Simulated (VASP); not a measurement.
# KNi (P4/mmm) in VASP: notebook

One crystal, KNi, is run at these levels: PBEsol+U; tasks: single point.

Program: VASP 6.6.1. These are calculated values, not measurements. Logs are shortened: lines on timing, memory, paths and dates and some standing lists are left out, and cuts for length are marked.

**1. The structure**

It takes space group P4/mmm (No. 123, tetragonal). The conventional cell has a = 3.660 Å, b = 3.660 Å, c = 3.479 Å, α = 90.00°, β = 90.00°, γ = 90.00°. Around K (site symmetry 4/mmm) lie 8 Ni at 3.12 Å and 2 K at 3.48 Å. Around Ni (site symmetry 4/mmm) lie 8 K at 3.12 Å and 2 Ni at 3.48 Å.

The cell was built by a generator and needn't be a form met in nature.

**2. Single point, PBEsol+U, collinear spin, antiferromagnetic start**

The input, INCAR:

```
ALGO = Normal ; EDIFF = 1E-6
ENCUT = 520 ; GGA = PS
ISIF = 2 ; ISMEAR = -1
ISPIN = 2 ; LASPH = True
LCHARG = False ; LDAU = True
LDAUJ = 0 0 ; LDAUL = -1 2
LDAUPRINT = 1 ; LDAUTYPE = 2
LDAUU = 0 5 ; LMAXMIX = 4
LORBIT = 11 ; LREAL = False
LWAVE = False ; MAGMOM = 0 0 1 -1
NBANDS = 31 ; NELM = 150
PREC = Accurate ; SIGMA = 0.05
```

The input, KPOINTS:

```
k-points
0
Gamma
  4 4 6
```

The input, POSCAR:

```
KNi
1.0
    3.6604778900      3.6604778900      0.0000000000
   -3.6604778900      3.6604778900      0.0000000000
    0.0000000000      0.0000000000      3.4788877700
K Ni
2 2
Direct
    0.0000000000      0.0000000000      0.0000000000
    0.5000000000      0.5000000000      0.0000000000
    0.5000000000      0.0000000000      0.5000000000
    0.0000000000      0.5000000000      0.5000000000
```

Potentials or basis: VASP PAW PBE potentials, release 64 (K_sv, Ni).

Launch:

```console
$ cat potpaw_PBE.64/K_sv/POTCAR potpaw_PBE.64/Ni/POTCAR > POTCAR
$ mpirun -np 1 vasp_std > vasp.out
```

OUTCAR:

```text
EDIFF = 1E-6
   ENCUT = 520
   GGA = PS
   ISIF = 2
   ISMEAR = -1
   ISPIN = 2
   LASPH = True
   LORBIT = 11
   LREAL = False
   NELM = 150
   PREC = Accurate

 ion  position               nearest neighbor table
   1  0.000  0.000  0.000-   3 3.12   4 3.12   3 3.12   4 3.12   4 3.12   4 3.12   3 3.12   3 3.12
                             2 3.66   2 3.66   2 3.66   2 3.66
   2  0.500  0.500  0.000-   3 3.12   4 3.12   3 3.12   4 3.12   3 3.12   3 3.12   4 3.12   4 3.12
                             1 3.66   1 3.66   1 3.66   1 3.66
   3  0.500  0.000  0.500-   1 3.12   2 3.12   1 3.12   2 3.12   2 3.12   2 3.12   1 3.12   1 3.12

   4  0.000  0.500  0.500-   1 3.12   2 3.12   1 3.12   2 3.12   1 3.12   1 3.12   2 3.12   2 3.12

  LATTYP: Found a simple tetragonal cell.
 ALAT       =     5.1766974768
 C/A-ratio  =     0.6720284092

  Lattice vectors:

 A1 = (   3.6604778900,   3.6604778900,   0.0000000000)
 A2 = (  -3.6604778900,   3.6604778900,   0.0000000000)
 A3 = (   0.0000000000,   0.0000000000,   3.4788877700)

Analysis of symmetry for initial positions (statically):
=====================================================================
 Subroutine PRICEL returns following result:

  LATTYP: Found a simple tetragonal cell.
 ALAT       =     3.6604778900
 C/A-ratio  =     0.9503916905
[... 12 lines left out ...]
 Subroutine GETGRP returns: Found 16 space group operations
 (whereof 16 operations were pure point group operations)
 out of a pool of 16 trial point group operations.

The static configuration has the point symmetry D_4h.

Analysis of symmetry for dynamics (positions and initial velocities):
=====================================================================
 Subroutine PRICEL returns following result:

  LATTYP: Found a simple tetragonal cell.
 ALAT       =     3.6604778900
 C/A-ratio  =     0.9503916905
[... 12 lines left out ...]
 Subroutine GETGRP returns: Found 16 space group operations
 (whereof 16 operations were pure point group operations)
 out of a pool of 16 trial point group operations.

The dynamic configuration has the point symmetry D_4h.

Analysis of structural, dynamic, and magnetic symmetry:
=====================================================================
 Subroutine PRICEL returns following result:

  LATTYP: Found a simple tetragonal cell.
 ALAT       =     3.6604778900
 C/A-ratio  =     0.9503916905
[... 12 lines left out ...]
 Subroutine GETGRP returns: Found 16 space group operations
 (whereof 16 operations were pure point group operations)
 out of a pool of 16 trial point group operations.
[... 207 lines left out ...]
  o =  0.9491  v =  0.0000  0.0000  0.0000  0.0000  0.0000  0.0000 -0.6527 -0.0000  0.7576  0.0000      0.0000  0.0000  0.0000  0.0000  0.0000  0.0000  0.0000  0.0000  0.0000  0.0000
  o =  0.9543  v =  0.0000  0.0000  0.0000  0.0000  0.0000  0.0000 -0.0000  1.0000  0.0000 -0.0000      0.0000  0.0000  0.0000  0.0000  0.0000  0.0000  0.0000  0.0000  0.0000  0.0000

 number of electron      38.0000011 magnetization       0.0000000

 Free energy of the ion-electron system (eV)
  ---------------------------------------------------
  ext. energy  EPLUGINS =         0.00000000
  ---------------------------------------------------
  free energy    TOTEN  =        -5.70747361 eV

  energy without entropy =       -5.69839187  energy(sigma->0) =       -5.70293274

 E-fermi :   2.6905     XC(G=0):  -9.3702

 val. band max:        2.6621864408   @ k =   0.0000   0.0000   0.3333
 cond. band min:       2.7477694325   @ k =   0.5000   0.5000   0.1667
 fundamental gap:      0.0855829917
 Fermi energy:         2.6905043486

 spin component 1

 k-point     1 :       0.0000    0.0000    0.0000
  band No.  band energies     occupation
      1     -27.6817      1.00000
      2     -27.6094      1.00000
      3     -11.4964      1.00000
      4     -11.4964      1.00000
      5     -11.1158      1.00000
      6     -11.1158      1.00000
[... 805 lines left out ...]
     30       9.7644      0.00000
     31      12.5092      0.00000
 Fermi energy:         2.6905043486

 spin component 2

 k-point     1 :       0.0000    0.0000    0.0000
  band No.  band energies     occupation
      1     -27.6817      1.00000
      2     -27.6094      1.00000
      3     -11.4964      1.00000
      4     -11.4964      1.00000
      5     -11.1158      1.00000
      6     -11.1158      1.00000
[... 805 lines left out ...]
     30       9.7644      0.00000
     31      12.5092      0.00000

------------------------ aborting loop because EDIFF is reached ----------------------------------------

  FORCE on cell =-STRESS in cart. coord.  units (eV):
  Direction    XX          YY          ZZ          XY          YZ          ZX
  --------------------------------------------------------------------------------------
  -------------------------------------------------------------------------------------
  Total        3.5707946      3.5707946      2.7772706      0.0000000      0.0000000     -0.0000000
  in kB       61.3662326     61.3662326     47.7290496      0.0000000      0.0000000     -0.0000000
  external PRESSURE =      56.8205049 kB  Pullay stress =       0.0000000 kB

 VOLUME and BASIS-vectors are now :
 -----------------------------------------------------------------------------
  energy-cutoff  :      520.00
  volume of cell :       93.23
      direct lattice vectors                 reciprocal lattice vectors
     3.660477890  3.660477890  0.000000000     0.136594187  0.136594187  0.000000000
    -3.660477890  3.660477890  0.000000000    -0.136594187  0.136594187  0.000000000
     0.000000000  0.000000000  3.478887770     0.000000000  0.000000000  0.287448192

 POSITION                                       TOTAL-FORCE (eV/Angst)
 -----------------------------------------------------------------------------------
      0.00000      0.00000      0.00000        -0.000000     -0.000000     -0.000000
      0.00000      3.66048      0.00000        -0.000000     -0.000000     -0.000000
      1.83024      1.83024      1.73944         0.000000      0.000000     -0.000000
     -1.83024      1.83024      1.73944        -0.000000     -0.000000      0.000000
 -----------------------------------------------------------------------------------
    total drift:                               -0.000000     -0.000000     -0.000000

  FREE ENERGIE OF THE ION-ELECTRON SYSTEM (eV)
  ---------------------------------------------------
  free  energy   TOTEN  =        -5.7074736139 eV

  energy  without entropy=       -5.6983918678  energy(sigma->0) =       -5.70293274

 total charge

# of ion       s       p       d       tot
------------------------------------------
    1        1.983   5.557   0.066   7.605
    2        1.983   5.557   0.066   7.605
    3        0.579   0.064   8.467   9.110
    4        0.579   0.064   8.467   9.110
--------------------------------------------------
tot          5.123  11.242  17.065  33.431

 magnetization (x)

# of ion       s       p       d       tot
------------------------------------------
    1        0.000   0.000   0.000   0.000
    2        0.000   0.000   0.000   0.000
    3        0.013   0.004   0.973   0.990
    4       -0.013  -0.004  -0.973  -0.990
--------------------------------------------------
tot          0.000   0.000  -0.000  -0.000
```

Run time: 2.7 min. Hardware: 1 thread of Intel Xeon Platinum 8259CL at 2.50GHz (Skylake/Cascade Lake), shared host; peak memory 0.29 GiB.

Results:

- Free energy: -5.7075 eV
- Pressure: 5.7 GPa
- Band gap on the k mesh: none (metal or under the smearing width)
- Net moment: 0.00 μB per cell
- Site moments: K +0.00; Ni +0.99, -0.99 μB
- Valence electrons inside the program's atomic spheres: K 7.61; Ni 9.11

Eigenvalues of the final occupation matrices:
| site | spin | trace | eigenvalues |
| --- | --- | --- | --- |
| site 3 d | 1 | 4.73 | 0.94 0.94 0.95 0.95 0.95 |
| site 3 d | 2 | 3.76 | 0.01 0.92 0.94 0.94 0.94 |
| site 4 d | 1 | 3.76 | 0.01 0.92 0.94 0.94 0.94 |
| site 4 d | 2 | 4.73 | 0.94 0.94 0.95 0.95 0.95 |

Caveat: the PAW data sets were made with another functional, which shifts forces and pressure a little; the U is typed as a test and isn't derived for this compound. The state reached can hang on the start; a lower one may exist.

**3. Single point, PBEsol+U, collinear spin, ferrimagnetic start**

Edit INCAR of step 2 so:

```diff
@@ -9,3 +9,3 @@
 LORBIT = 11 ; LREAL = False
-LWAVE = False ; MAGMOM = 0 0 1 -1
+LWAVE = False ; MAGMOM = 0 0 1 -0.5
 NBANDS = 31 ; NELM = 150
```

KPOINTS is that of step 2.

POSCAR is that of step 2.

Potentials or basis: VASP PAW PBE potentials, release 64 (K_sv, Ni).

Launch:

```console
$ cat potpaw_PBE.64/K_sv/POTCAR potpaw_PBE.64/Ni/POTCAR > POTCAR
$ mpirun -np 1 vasp_std > vasp.out
```

It took 4.9 min on 1 thread of Intel Xeon Platinum 8259CL at 2.50GHz (Skylake/Cascade Lake), shared host; peak memory 0.29 GiB.

Results (log left out):

```yaml
Free_energy: -5.7075 eV
Pressure: 5.7 GPa
Band_gap_on_the_k_mesh: none (metal or under the smearing width)
Net_moment: 0.00 μB per cell
Site_moments: K +0.00; Ni +0.99, -0.99 μB
Valence_electrons_inside_the_program's_atomic_spheres: K 7.61; Ni 9.11
```

Stress tensor (GPa, compression positive):
```
6.17 0.00 0.00
0.00 6.17 0.00
0.00 0.00 4.81
```

Levels at points of the mesh, in eV from the Fermi level:
Spin up:
| k point | band 16 | band 17 | band 18 | band 19 | band 20 | band 21 | band 22 | band 23 |
| --- | --- | --- | --- | --- | --- | --- | --- | --- |
| (0.00, 0.00, 0.00) | -2.70 | -2.05 | -1.84 | -1.32 | 1.67 | 2.13 | 2.13 | 4.12 |
| (0.50, 0.00, 0.00) | -2.66 | -2.45 | -2.01 | -1.91 | 1.14 | 2.48 | 2.91 | 2.94 |
| (0.50, 0.50, 0.00) | -2.32 | -1.93 | -1.27 | -1.10 | -0.49 | -0.49 | 1.85 | 4.62 |
| (0.00, 0.00, 0.50) | -1.93 | -1.79 | -1.11 | -0.57 | 1.07 | 1.26 | 1.26 | 2.56 |
| (0.50, 0.00, 0.50) | -2.01 | -1.96 | -0.70 | -0.65 | 0.88 | 1.05 | 2.74 | 2.81 |
| (0.50, 0.50, 0.50) | -2.22 | -2.05 | -0.57 | -0.40 | 1.87 | 2.09 | 2.48 | 2.48 |
Spin down:
```csv
k point,band 15,band 16,band 17,band 18,band 19,band 20,band 21,band 22,band 23,band 24
"(0.00, 0.00, 0.00)",-2.70,-2.70,-2.05,-1.84,-1.32,1.67,2.13,2.13,4.12,4.16
"(0.50, 0.00, 0.00)",-2.69,-2.66,-2.45,-2.01,-1.91,1.14,2.48,2.91,2.94,3.30
"(0.50, 0.50, 0.00)",-2.64,-2.32,-1.93,-1.27,-1.10,-0.49,-0.49,1.85,4.62,4.62
"(0.00, 0.00, 0.50)",-2.65,-1.93,-1.79,-1.11,-0.57,1.07,1.26,1.26,2.56,2.88
"(0.50, 0.00, 0.50)",-2.68,-2.01,-1.96,-0.70,-0.65,0.88,1.05,2.74,2.81,2.81
"(0.50, 0.50, 0.50)",-2.74,-2.22,-2.05,-0.57,-0.40,1.87,2.09,2.48,2.48,2.73
```

Eigenvalues of the final occupation matrices:
```tsv
site	spin	trace	eigenvalues
site 3 d	1	4.73	0.94 0.94 0.95 0.95 0.95
site 3 d	2	3.76	0.01 0.92 0.94 0.94 0.94
site 4 d	1	3.76	0.01 0.92 0.94 0.94 0.94
site 4 d	2	4.73	0.94 0.94 0.95 0.95 0.95
```

Caveat: the PAW data sets were made with another functional, which shifts forces and pressure a little; the U is typed as a test and isn't derived for this compound.

(Continued in part 2 of 2.)
